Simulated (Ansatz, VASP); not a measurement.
**Si2W: VASP beside Ansatz**

Wanted: the spread between two codes on one cell, functional and k mesh. The cell is taken from a series of runs on this material, whose earlier steps may have relaxed, scaled, displaced or heated it; both programs get it as it stands.

Calculated with Ansatz 0.2.0; plane waves, with VASP 6.6.1 beside it; relaxation of cell and atoms at PBE.

## (1) Starting point

It takes space group I4/mmm (No. 139, tetragonal). Conventional cell: a = 3.229 Å, b = 3.229 Å, c = 7.870 Å, α = 90.00°, β = 90.00°, γ = 90.00°. Nearest to Si lie 5 Si at 2.61 to 2.64 Å and 5 W at 2.63 Å. Nearest to W lie 10 Si at 2.63 Å. Farther neighbours are not listed.

## (2) Ansatz: relaxation of cell and atoms, PBE

Ansatz runs on its PAW soft_1 files.

The relaxed volume is the usual yardstick between codes: in a stiff, nearly cubic crystal its relative difference is about their pressure difference at one cell divided by the bulk modulus.

Input file input.yaml:

```yaml
crystal:
  lattice:
    - [-1.6144171455, 1.6144171455, 3.934813684]
    - [1.6144171455, -1.6144171455, 3.934813684]
    - [1.6144171455, 1.6144171455, -3.934813684]
  atoms:
    - { symbol: Si, position: [0.3344414646, 0.3344414646, 0.0] }
    - { symbol: Si, position: [0.6655585354, 0.6655585354, 0.0] }
    - { symbol: W, position: [0.0, 0.0, 0.0] }
kpoints:
  mp_grid: { grid: [12, 12, 12] }
hamiltonian:
  xc: pbe
  pseudopotentials: { kind: paw, azcp: { folder: soft_1 } }
scf:
  occupations: { method: methfessel_paxton, width: 0.2 }
output:
  forces: true
  stress: true
  eigenvalues: true
relax:
  adjacent_minimum: "off"
  f_tol: 0.001
  max_steps: 60
  cell: { stress_tol: 0.01 }
```

The run is started by

```console
$ ansatz run input.yaml --threads 16 --pin off --max-ram 92160MiB --backend cuda --events-out ev --progress --plain --runs-dir out --max-vram 78GiB
```

Numbers of over 12 decimals in the logs are rounded to 6 here.

The program printed:

```text
Engine: ansatz 0.2.0, aarch64-unknown-linux-gnu
Pseudopotentials: kind: paw
Pseudopotential: Si, paw, valence charge 4, recommended cutoff 420 eV (normal), soft_1/Si.paw.azcp
Pseudopotential: W, paw, valence charge 14, recommended cutoff 420 eV (normal), soft_1/W.paw.azcp
Functional definition: PBE
  parameter kappa = 0.804
  parameter beta = 0.066725
  exchange = pbe_x(kappa = kappa, mu = beta*pi^2/3)
  correlation = pbe_c(beta = beta)
[...]
Crystal: 3 atoms, lattice volume = 41.022 Å³
Basis set: ecut = 420 eV, 793 PW (Γ), exchange–correlation on 64×64×64 points (8 copies of the dense FFT grid, shifted against one another)
Bands: 15, of which v1, the nominal top of the filled ones, is band 11 counted from 1 (10 counted from 0)
Symmetry: 16 space group operations
Space group: I4/mmm (ITA 139), of the structure as read, at distance tolerance 3.4e-5 Å
k-points: 163 of 1728
Non-local potential: Si, projectors of the file, l = 0: 2, l = 1: 2, l = 2: 1
Non-local potential: W, projectors of the file, l = 0: 3, l = 1: 2, l = 2: 2, l = 3: 1
PAW form: soft (Blöchl's): semilocal exchange-correlation on the pseudo side does not see the compensation charge
PAW one-centre angular grid: Si, 110 points (default); XC on 64 Gauss nodes
PAW one-centre angular grid: W, 590 points (default); XC on 64 Gauss nodes
Initial density: superposition of atomic densities (chi_scale 0.1, normalization cell, long waves kept (reshape's long-wave potential 0.00 eV rms))
Initial wavefunctions: pseudopotential atomic-orbital guess
[...]
Functional: x = pbe(κ = 0.804, μ = 0.219515), c = pbe(β = 0.066725)
SCF iter   1: F=—  HF=-11658.879838 eV  |F-HF|=—  |Δ(HF+E_count)|=         —  Δρ=5.03e-2  dr2=1.12e0  ethr=3.10e-3  ⟨swp⟩=5.3  Hψ=13287  notcnv=0
preconditioner: auto → Kerker (q_TF=auto, 2.459 Å⁻¹)  [metal: Δε(μ)=0.027 eV  Ē_g=8.191 eV  σ=0.200 eV  W_gap=0.11  n_scr=10 (ndim 8)  ℏωp=21.7 eV  f_vac=0.000  D(μ)=0.18/eV (n_scr^D=0)]
SCF iter   2: F=—  HF=-11658.624031 eV  |F-HF|=—  |Δ(HF+E_count)|=   2.56e-1  S|Δr|=    0.00e0  Δρ=2.63e-2  dr2=2.23e-1  ethr=3.10e-3  ⟨swp⟩=2.3  Hψ=4648  notcnv=0
[...]
SCF iter   7: F=-11658.556075 eV  HF=-11658.556075 eV  |F-HF|=1.68e-9  |Δ(HF+E_count)|=   1.58e-8  S|Δr|=    0.00e0  Δρ=2.84e-6  dr2=4.33e-9  ethr=4.55e-10  ⟨swp⟩=5.1  Hψ=11354  notcnv=0
SCF 1 converged in 7 iterations: F = -11658.556075 eV  dr2 = 4.33e-9
  greatest PAW one-centre occupation: 0.999 electrons in one spin orbital (limit 2), on the W atom at site 2 (counted from 0), in its partial waves of l = 0
relax step   1: F+E_penalty+E_count = -11658.55607530 eV  Δ(F+E_penalty+E_count) = +0.000e0 eV  max|allowed force component| = 5.482e-3 eV/Å  Δτ_max = 0.0000 Å  P = -0.016 GPa  Ω = 41.022 Å³  (7 SCF iters, dr2 threshold 1.00e-7 eV, accepted)
[...]
relax step   2: F+E_penalty+E_count = -11658.55607797 eV  Δ(F+E_penalty+E_count) = -2.666e-6 eV  max|allowed force component| = 4.647e-4 eV/Å  Δτ_max = 0.0002 Å  P = +0.006 GPa  Ω = 41.020 Å³  energy of the carried Pulay correction = +5.728e-7 eV  (3 SCF iters, dr2 threshold 8.34e-9 eV, accepted)
[...]
relax step   3: F+E_penalty+E_count = -11658.55607808 eV  Δ(F+E_penalty+E_count) = -1.093e-7 eV  max|allowed force component| = 1.922e-4 eV/Å  Δτ_max = 0.0000 Å  P = +0.002 GPa  Ω = 41.020 Å³  energy of the carried Pulay correction = +4.633e-7 eV  (3 SCF iters, dr2 threshold 1.70e-9 eV, accepted)
[...]
relax step   4: F+E_penalty+E_count = -11658.55607734 eV  Δ(F+E_penalty+E_count) = +7.411e-7 eV  max|allowed force component| = 1.833e-4 eV/Å  Δτ_max = 0.0000 Å  P = +0.002 GPa  Ω = 41.020 Å³  stress off target by 3.50e-3 GPa  SCF on the basis re-selected at this cell (its energy is not comparable with the rows above)  (5 SCF iters)
basis re-selected at this cell: Δ(F+E_penalty+E_count) = +7.411e-7 eV, ΔP = +0.000 GPa vs the last step (what re-selecting the basis moved, of the pressure what is left beyond the Pulay correction that the steps carried, after the strain that the cell walked since its last selection, with what the two solves' SCF thresholds leave and, on support functions, any second-order correction that the steps lacked; it is no m [...]
SCF converged after 5 iterations
Stability not checked: this state was not tested for a lower state beside it, because cold or Methfessel-Paxton smearing, or corrected tetrahedra, fill the levels in a way that the test cannot read (fill_not_monotonic; see scf.lower_state_search)
Free energy (F): -11658.556077 eV
Harris-Foulkes:  -11658.556077 eV  (|F-HF|=0.00e0)
Internal energy: -11658.557469 eV  (E = F + TS)
E sigma→0 (E₀):  -11658.556425 eV
Entropy (-TS):   0.001391 eV (0.464 meV/atom)
Fermi energy:    16.399976 eV
--- Per-component energies (eV) ---
  E_band       = -87.528892
  E_kinetic    = 511.384967
  E_local      = -893.163620  (includes V_loc(G=0)·N_el)
  E_nonlocal   = 18.070986
  E_hartree    = 386.731612
  E_xc         = -384.422239
  E_vxc        = -332.160180  (∫ρ·V_xc dr)
  E_paw        = -9600.694209  (= ΣΔE_a)
  E_vpaw       = -165.124501  (= ΣTr[D̂ρ^β])
  E_aug_tail   = 0.000211  (compensation charges beyond the density's cutoff)
  E_ewald      = -1696.465176
  E_smearing   = 0.001391  (= −TS)
  E_closure    = 0.000000  (closes the sum)
  Σ components = -11658.556077   (vs F -11658.556077, Δ=0.00e0)
--- Forces (eV/Å), atoms counted from 1 ---
  atom   1  Si     0.00000000     0.00000000     0.00018330
  atom   2  Si    -0.00000000     0.00000000    -0.00018330
  atom   3  W     -0.00000000     0.00000000     0.00000000
  max |Σ_I F_I| component: 5.55e-17 eV/Å
--- Stress (GPa, compression-positive) ---
        0.001633       0.000000      -0.000000
        0.000000       0.001633       0.000000
       -0.000000       0.000000       0.003498
  P = ⅓ Tr σ = 0.0023 GPa (0.023 kbar)
--- Band table (eV; the first three rows and the last of 163) ---
  k-point 0: bands = [... 7 lower, 13.1407, 13.5835, 13.5835, 16.9980, 19.0474, 19.3742, 19.4365, 19.4365]
  k-point 1: bands = [... 7 lower, 13.0486, 13.1876, 14.2048, 15.9797, 18.7786, 19.5963, 19.6211, 19.9636]
  k-point 2: bands = [... 7 lower, 11.9830, 13.3464, 14.2512, 14.6772, 18.7833, 19.9374, 20.0023, 20.5006]
  k-point 162: bands = [... 7 lower, 13.8489, 15.5472, 15.5472, 15.9005, 15.9005, 17.1698, 20.8250, 21.1135]
--- Relaxed structure (3 steps of the walk, 3 accepted, 1 SCFs on fresh bases) ---
  F+E_penalty+E_count = -11658.55607734 eV   max|allowed force component| = 1.833e-4 eV/Å   (the final SCF, on the basis selected at the relaxed cell)
  cell:  # Å, volume = 41.0200 Å³
    - [-1.614474, 1.614474, 3.934358]
    - [1.614474, -1.614474, 3.934358]
    - [1.614474, 1.614474, -3.934358]
  atoms:
    - { symbol: Si, position: [0.334474, 0.334474, 0] }
    - { symbol: Si, position: [0.665526, 0.665526, 0] }
    - { symbol: W, position: [0, 0, 0] }
```

Reading the cycles: dr2 is the Hartree energy of the density residual (eV), the measure of convergence; HF is the Harris–Foulkes estimate of the energy, which meets the free energy F at convergence.

## (3) VASP: relaxation of cell and atoms, PBE

The same cell, functional, mesh and smearing now go to VASP, with its own data sets.

Lines of VASP's logs that name or quote its potential files are left out, and so is its time.

Input file INCAR:

```
SYSTEM = Si2W
PREC = Accurate
ENCUT = 600
EDIFF = 1E-07
NELM = 120
ISMEAR = 1
SIGMA = 0.2
LREAL = .FALSE.
ALGO = Normal
GGA = PE
NBANDS = 13
LASPH = .TRUE.
LORBIT = 11
LWAVE = .FALSE.
LCHARG = .FALSE.
ISIF = 3
IBRION = 2
NSW = 80
EDIFFG = -0.005
GGA_COMPAT = .FALSE.
NELMIN = 4
```

Input file POSCAR:

```
Si2W
1.0
   -1.6144170000      1.6144170000      3.9348140000
    1.6144170000     -1.6144170000      3.9348140000
    1.6144170000      1.6144170000     -3.9348140000
Si W
2 1
Direct
    0.3344414755      0.3344414755      0.0000000000
    0.6655585245      0.6655585245      0.0000000000
    0.0000000000      0.0000000000      0.0000000000
```

Input file KPOINTS:

```
Automatic mesh
0
Gamma
12 12 12
0 0 0
```

The projector-augmented-wave data sets are Si and W (PBE family, release 64).

The run is started by

```console
$ mpirun -np 1 vasp_std
```

The program printed:

```text
[banner, memory and clock lines left out]
running    1 mpi-ranks, on    1 nodes
 distrk:  each k-point on    1 cores,    1 groups
 distr:  one band on    1 cores,    1 groups

 POSCAR found type information on POSCAR SiW
 POSCAR found :  2 types and       3 ions
 LDA part: xc-table for (Slater+PW92), standard interpolation
 POSCAR, INCAR and KPOINTS ok, starting setup
 FFT: planning ... GRIDC
 FFT: planning ... GRID_SOFT
 FFT: planning ... GRID
 WAVECAR not read
 entering main loop
       N       E                     dE             d eps       ncg     rms          rms(c)
DAV:   1     0.337468310921E+02    0.33747E+02   -0.65358E+03  4238   0.105E+03
DAV:   2    -0.229753901249E+02   -0.56722E+02   -0.51637E+02  5247   0.198E+02
DAV:   3    -0.257650318021E+02   -0.27896E+01   -0.26966E+01  5830   0.347E+01
DAV:   4    -0.258083019478E+02   -0.43270E-01   -0.43167E-01  5143   0.500E+00
DAV:   5    -0.258089380916E+02   -0.63614E-03   -0.63596E-03  5988   0.526E-01    0.249E+01
DAV:   6    -0.250234631742E+02    0.78547E+00   -0.24620E+00  6377   0.988E+00    0.993E+00
DAV:   7    -0.249183723015E+02    0.10509E+00   -0.22634E-01  4874   0.319E+00    0.544E+00
DAV:   8    -0.248923207078E+02    0.26052E-01   -0.40904E-02  5529   0.147E+00    0.511E-01
DAV:   9    -0.248921106816E+02    0.21003E-03   -0.20247E-03  5158   0.315E-01    0.272E-01
DAV:  10    -0.248921060656E+02    0.46159E-05   -0.35416E-04  5363   0.119E-01    0.461E-02
DAV:  11    -0.248920908643E+02    0.15201E-04   -0.53295E-05  5421   0.539E-02    0.219E-02
DAV:  12    -0.248920911915E+02   -0.32722E-06   -0.21374E-06  5211   0.112E-02    0.994E-03
DAV:  13    -0.248920909947E+02    0.19678E-06   -0.15807E-07  4393   0.289E-03    0.157E-03
DAV:  14    -0.248920909405E+02    0.54197E-07   -0.10448E-08  2819   0.772E-04
   1 F= -.24892091E+02 E0= -.24892480E+02  d E =-.248921E+02
 curvature:   0.00 expect dE= 0.000E+00 dE for cont linesearch  0.000E+00
 trial: gam= 0.00000 g(F)=  0.291E-04 g(S)=  0.165E-02 ort = 0.000E+00 (trialstep = 0.100E+01)
 search vector abs. value=  0.168E-02
 bond charge predicted
       N       E                     dE             d eps       ncg     rms          rms(c)
DAV:   1    -0.248923128736E+02   -0.22188E-03   -0.41290E-02  4458   0.140E+00    0.590E-01
DAV:   2    -0.248915780838E+02    0.73479E-03   -0.14975E-03  5241   0.281E-01    0.257E-01
DAV:   3    -0.248914323744E+02    0.14571E-03   -0.19129E-04  5028   0.898E-02    0.110E-01
DAV:   4    -0.248914083570E+02    0.24017E-04   -0.48782E-05  5314   0.494E-02    0.189E-02
DAV:   5    -0.248914087294E+02   -0.37240E-06   -0.11277E-06  5247   0.735E-03    0.991E-03
DAV:   6    -0.248914099900E+02   -0.12606E-05   -0.88548E-07  4868   0.521E-03    0.295E-03
DAV:   7    -0.248914097740E+02    0.21600E-06   -0.12899E-07  2977   0.260E-03    0.148E-03
DAV:   8    -0.248914097607E+02    0.13347E-07   -0.16987E-08  2384   0.134E-03
   2 F= -.24891410E+02 E0= -.24891741E+02  d E =0.681180E-03
 trial-energy change:    0.000681  1 .order    0.000717   -0.001679    0.003113
 step:   0.3607(harm=  0.3505)  dis= 0.00030  next Energy=   -24.892395 (dE=-0.305E-03)
 bond charge predicted
       N       E                     dE             d eps       ncg     rms          rms(c)
DAV:   1    -0.248927985664E+02   -0.13888E-02   -0.16811E-02  4473   0.893E-01    0.377E-01
DAV:   2    -0.248924833041E+02    0.31526E-03   -0.62147E-04  5213   0.181E-01    0.164E-01
DAV:   3    -0.248924157581E+02    0.67546E-04   -0.79569E-05  5008   0.576E-02    0.726E-02
DAV:   4    -0.248923988134E+02    0.16945E-04   -0.20648E-05  5318   0.324E-02    0.124E-02
DAV:   5    -0.248923988053E+02    0.80856E-08   -0.49790E-07  5178   0.481E-03
   3 F= -.24892399E+02 E0= -.24892766E+02  d E =-.307865E-03
 curvature:  -0.18 expect dE=-0.659E-06 dE for cont linesearch -0.193E-06
 trial: gam= 0.00000 g(F)=  0.565E-06 g(S)=  0.319E-05 ort =-0.430E-04 (trialstep = 0.872E+00)
 search vector abs. value=  0.376E-05
 reached required accuracy - stopping structural energy minimisation
```

OUTCAR, selected parts (step 3):

```text
ion  position               nearest neighbor table
   1  0.334  0.334  0.000-   2 2.61   3 2.63   3 2.63   3 2.63   3 2.63   3 2.63   2 2.64   2 2.64
                             2 2.64   2 2.64
   2  0.666  0.666  0.000-   1 2.61   3 2.63   3 2.63   3 2.63   3 2.63   3 2.63   1 2.64   1 2.64
                             1 2.64   1 2.64
   3  0.000  0.000  0.000-   2 2.63   2 2.63   2 2.63   1 2.63   2 2.63   1 2.63   1 2.63   1 2.63
                             1 2.63   2 2.63

  LATTYP: Found a body centered tetragonal cell.
 ALAT       =     3.2288340000
 C/A-ratio  =     2.4372971791

 Subroutine GETGRP returns: Found 16 space group operations
 (whereof 16 operations were pure point group operations)

The static configuration has the point symmetry D_4h.

 Found    163 irreducible k-points:

   k-points           NKPTS =    163   k-points in BZ     NKDIM =    163   number of bands    NBANDS=     13

   dimension x,y,z NGX =    36 NGY =   36 NGZ =   36
   dimension x,y,z NGXF=    72 NGYF=   72 NGZF=   72

   ENCUT  =  600.0 eV  44.10 Ry    6.64 a.u.   9.09  9.09  9.09*2*pi/ulx,y,z

   NELECT =      14.0000    total number of electrons

 k-points in reciprocal lattice and weights: Automatic mesh
   0.00000000  0.00000000  0.00000000       0.001
   0.08333333  0.00000000  0.00000000       0.005
   0.16666667  0.00000000 -0.00000000       0.005
   0.25000000  0.00000000 -0.00000000       0.005
   0.33333333 -0.00000000  0.00000000       0.005
   0.41666667  0.00000000  0.00000000       0.005
   0.50000000  0.00000000 -0.00000000       0.002
   0.08333333  0.08333333  0.00000000       0.005
   0.16666667  0.08333333 -0.00000000       0.009
[...]
-0.41666667 -0.41666667  0.41666667       0.001
   0.50000000  0.50000000  0.50000000       0.001

 average (electrostatic) potential at core
       1 -79.4825       2 -79.4825       3 -35.1106

 E-fermi :  10.3964

 k-point     1 :       0.0000    0.0000    0.0000
  band No.  band energies     occupation
    ...
      2       3.6235      2.00000
      3       6.6303      2.00000
      4       7.1252      2.00000
      5       7.5777      2.00000
      6       7.5777      2.00000
      7      10.9789     -0.00030
      8      13.0830     -0.00000
      9      13.4071     -0.00000
     10      13.4806     -0.00000
     11      13.4806     -0.00000
    ...

 k-point     2 :       0.0833    0.0000    0.0000
  band No.  band energies     occupation
    ...
      2       3.6273      2.00000
      3       6.2630      2.00000
      4       7.1220      2.00000
      5       7.6660      2.00000
      6       7.7184      2.00000
      7      10.4903      0.29423
      8      12.7173     -0.00000
      9      13.0352     -0.00000
     10      13.7795     -0.00000
     11      14.0372     -0.00000
    ...

 k-point     3 :       0.1667    0.0000   -0.0000
  band No.  band energies     occupation
    ...
      3       5.5797      2.00000
      4       7.0064      2.00000
      5       7.8939      2.00000
      6       7.9147      2.00000
      7       9.6621      2.00000
      8      11.9506     -0.00000
      9      12.6093     -0.00000
     10      14.5631      0.00000
     11      14.7654      0.00000
     12      15.3240      0.00000
    ...

  Total        0.0001352      0.0001352      0.0140925      0.0000000      0.0000000      0.0000000
  in kB        0.0052978      0.0052978      0.5521759      0.0000000      0.0000000      0.0000000
  external PRESSURE =       0.1875905 kB  Pullay stress =       0.0000000 kB

  energy-cutoff  :      600.00
  volume of cell :       40.89
      direct lattice vectors                 reciprocal lattice vectors
    -1.612783779  1.612783779  3.930148768     0.000000000  0.310022959  0.127221647
     1.612783779 -1.612783779  3.930148768     0.310022959  0.000000000  0.127221647
     1.612783779  1.612783779 -3.930148768     0.310022959  0.310022959  0.000000000

 POSITION                                       TOTAL-FORCE (eV/Angst)
 -----------------------------------------------------------------------------------
      0.00000      0.00000      2.62911         0.000000      0.000000      0.002420
      0.00000      0.00000      5.23119        -0.000000     -0.000000     -0.002420
      0.00000     -0.00000      0.00000         0.000000      0.000000      0.000000
 -----------------------------------------------------------------------------------
    total drift:                                0.000000      0.000000     -0.000000

  FREE ENERGIE OF THE ION-ELECTRON SYSTEM (eV)
  ---------------------------------------------------
  free  energy   TOTEN  =       -24.8923988053 eV

  energy  without entropy=      -24.8935014311  energy(sigma->0) =      -24.89276635

 reached required accuracy - stopping structural energy minimisation

 total charge
# of ion       s       p       d       tot
------------------------------------------
    1        0.736   0.883   0.000   1.619
    2        0.736   0.883   0.000   1.619
    3        0.556   0.664   4.450   5.670
--------------------------------------------------
tot          2.027   2.429   4.450   8.907

[... 3 further parts left out ...]
```

The run keeps the 16 symmetry operations of its start, so it cannot find a distortion of lower symmetry.

## (4) Comparison

Known differences besides the potentials themselves: the data sets hold 22 valence electrons in Ansatz (on its PAW soft_1 files) and 14 in VASP; the cutoff is 420 eV in Ansatz and 600 eV in VASP; Ansatz adds a Pulay correction to the stress that steers its cell, VASP none. Total energies have different zeros and are not compared.

The two programs side by side:

| quantity | Ansatz | VASP | difference |
| --- | --- | --- | --- |
| volume (Å³) | 41.02 | 40.89 | +0.32 % |
| edge a after relaxation, in the typed setting (Å) | 4.549 | 4.544 | +0.11 % |

## (5) Results

| Quantity | Value |
| --- | --- |
| difference in volume (relaxation of cell and atoms, PBE) | 0.32 % |

The difference in volume is 0.32 % (relaxation of cell and atoms, PBE), within the 1.2 % picked in this series as the mark of a large difference, as far as the stopping tolerances let one tell. The data sets hold unlike numbers of valence electrons (22 in Ansatz and 14 in VASP), so part of the differences comes from the potentials. Such differences can come from data sets, numerical settings and the points named under the comparisons, not from the functional's error against experiment.

[Lines on the potential files, build, host, timing and source positions are cut from VASP's logs without a mark.]

[Logs are printed without paths, hosts, clocks, repeated set-up lines and the standing remarks that a program may print on its own settings, such as how far it seeks lower states.]

[Hosts, paths, dates, database ids (printed as entryN), source tags and the programs' standing remarks are cut or masked in the printed files.]
